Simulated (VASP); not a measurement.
Computed with PBE GGA, VASP's PBE PAW potentials (set 64) (plane waves; VASP 6.6.1).

VASP ran on this input.

### INCAR
```
! general
SYSTEM = C
PREC   = Accurate
ENCUT  = 600
LREAL  = F
LASPH  = T

! electronic loop
EDIFF  = 1E-7
NELM   = 100
ALGO   = Normal

! smearing
ISMEAR = 0
SIGMA  = 0.05

! functional
GGA    = PE

! ions
ISIF   = 2

! output
LWAVE  = F
LCHARG = F
```

POSCAR:
```
C
1
    0.0000000000     1.7777880309     1.7777880309
    1.7777880309     0.0000000000     1.7777880309
    1.7777880309     1.7777880309     0.0000000000
C
2
Direct
  0.0000000000   0.0000000000   0.0000000000
  0.2500000000   0.2500000000   0.2500000000
```

File KPOINTS:
```
Automatic mesh
0
Gamma
12 12 12
0 0 0
```

POTCAR, in this order: C (PBE.64 set). Program: vasp_std.

Output

### OSZICAR
```
       N       E                     dE             d eps       ncg     rms          rms(c)
DAV:   1     0.223238248538E+01    0.22324E+01   -0.56460E+03  1192   0.113E+03
DAV:   2    -0.187117193746E+02   -0.20944E+02   -0.20131E+02  1792   0.122E+02
DAV:   3    -0.188428167099E+02   -0.13110E+00   -0.13110E+00  1224   0.129E+01
DAV:   4    -0.188430273205E+02   -0.21061E-03   -0.21061E-03  1664   0.541E-01
DAV:   5    -0.188430273580E+02   -0.37551E-07   -0.37551E-07  1200   0.554E-03    0.560E+00
DAV:   6    -0.183512051112E+02    0.49182E+00   -0.37619E-01  1192   0.492E+00    0.336E+00
DAV:   7    -0.181857547373E+02    0.16545E+00   -0.41439E-01  1352   0.528E+00    0.772E-01
DAV:   8    -0.181870319239E+02   -0.12772E-02   -0.18405E-03  1208   0.509E-01    0.468E-02
DAV:   9    -0.181870470463E+02   -0.15122E-04   -0.13109E-04  1672   0.102E-01    0.270E-02
DAV:  10    -0.181870597073E+02   -0.12661E-04   -0.13592E-05  1176   0.435E-02    0.612E-03
DAV:  11    -0.181870595690E+02    0.13835E-06   -0.39141E-08  1584   0.221E-03    0.133E-03
DAV:  12    -0.181870595651E+02    0.39381E-08   -0.10227E-08   592   0.130E-03
   1 F= -.18187060E+02 E0= -.18187060E+02  d E =-.165902E-12
```

OUTCAR:
```
------------------------ aborting loop because EDIFF is reached ----------------------------------------
  FORCE on cell =-STRESS in cart. coord.  units (eV):
  Direction    XX          YY          ZZ          XY          YZ          ZX
  --------------------------------------------------------------------------------------
  Total        0.4213372      0.4213372      0.4213372      0.0000000      0.0000000      0.0000000
  in kB       60.0717700     60.0717700     60.0717700      0.0000000      0.0000000      0.0000000
  external PRESSURE =      60.0717700 kB  Pullay stress =       0.0000000 kB
  volume of cell :       11.24
      direct lattice vectors                 reciprocal lattice vectors
     0.000000000  1.777788031  1.777788031    -0.281248378  0.281248378  0.281248378
     1.777788031  0.000000000  1.777788031     0.281248378 -0.281248378  0.281248378
     1.777788031  1.777788031  0.000000000     0.281248378  0.281248378 -0.281248378
 POSITION                                       TOTAL-FORCE (eV/Angst)
 -----------------------------------------------------------------------------------
      0.00000      0.00000      0.00000        -0.000000     -0.000000     -0.000000
      0.88889      0.88889      0.88889         0.000000      0.000000      0.000000
 -----------------------------------------------------------------------------------
    total drift:                                0.000000      0.000000      0.000000
  FREE ENERGIE OF THE ION-ELECTRON SYSTEM (eV)
  ---------------------------------------------------
  free  energy   TOTEN  =       -18.1870595651 eV

  energy  without entropy=      -18.1870595651  energy(sigma->0) =      -18.18705957
```
(Selected blocks of OUTCAR.)

The compound is C in the diamond structure. This cell was strained or had an atom moved on purpose.
